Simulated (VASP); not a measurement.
A convergence study with VASP on Mg₂Ge (antifluorite): one setting is varied, all else stays as given below, so the limit is that of these other settings.

```yaml
crystal:
  lattice:
    - [0.00000, 3.19500, 3.19500]
    - [3.19500, 0.00000, 3.19500]
    - [3.19500, 3.19500, 0.00000]
  atoms:
    - { symbol: Mg, position: [0.25000, 0.25000, 0.25000] }
    - { symbol: Mg, position: [0.75000, 0.75000, 0.75000] }
    - { symbol: Ge, position: [0.00000, 0.00000, 0.00000] }
```

Computed with PBE GGA, VASP's PBE PAW potentials (set 64) (plane waves; VASP). The tightest run used: 550 eV cut-off, 15×15×15 Γ-centred mesh, Gaussian smearing of 0.050 eV, potentials Mg Ge_d.

Problem. The settings run are 1×1×1 mesh; 2×2×2 mesh; 3×3×3 mesh; 4×4×4 mesh; 5×5×5 mesh; 6×6×6 mesh; 7×7×7 mesh; 8×8×8 mesh; 9×9×9 mesh; 10×10×10 mesh; 11×11×11 mesh; 12×12×12 mesh; 13×13×13 mesh; 14×14×14 mesh; 15×15×15 mesh. From which on does the stress (every component) stay within 0.1 GPa of the tightest run?

Solution. From 6×6×6 mesh on: it is off by 0.08 there and by no more than 0.1 in any finer run, while 5×5×5 mesh is off by 0.13.
| setting | E (eV/atom) | pressure (GPa) | irreducible k-points | difference judged (GPa) |
|---|---|---|---|---|
| 1×1×1 mesh | 1.5987 | 9.62 | 1 | 8.99 |
| 2×2×2 mesh | -2.0600 | 0.75 | 3 | 0.12 |
| 3×3×3 mesh | -2.5999 | 0.41 | 4 | 0.23 |
| 4×4×4 mesh | -2.7267 | 0.42 | 8 | 0.21 |
| 5×5×5 mesh | -2.7651 | 0.51 | 10 | 0.13 |
| 6×6×6 mesh | -2.7784 | 0.56 | 16 | 0.08 |
| 7×7×7 mesh | -2.7834 | 0.59 | 20 | 0.04 |
| 8×8×8 mesh | -2.7855 | 0.61 | 29 | 0.03 |
| 9×9×9 mesh | -2.7864 | 0.62 | 35 | 0.02 |
| 10×10×10 mesh | -2.7868 | 0.63 | 47 | 0.01 |
| 11×11×11 mesh | -2.7870 | 0.63 | 56 | 0.00 |
| 12×12×12 mesh | -2.7871 | 0.63 | 72 | 0.00 |
| 13×13×13 mesh | -2.7871 | 0.64 | 84 | 0.00 |
| 14×14×14 mesh | -2.7871 | 0.64 | 104 | 0.00 |
| 15×15×15 mesh | -2.7872 | 0.64 | 120 | 0.00 |

Left out are rungs that failed or repeat a setting and relaxations that didn't move; long series are thinned to 24 rows.

The compound is Mg2Ge in the antifluorite structure. The cell was not relaxed at this level.
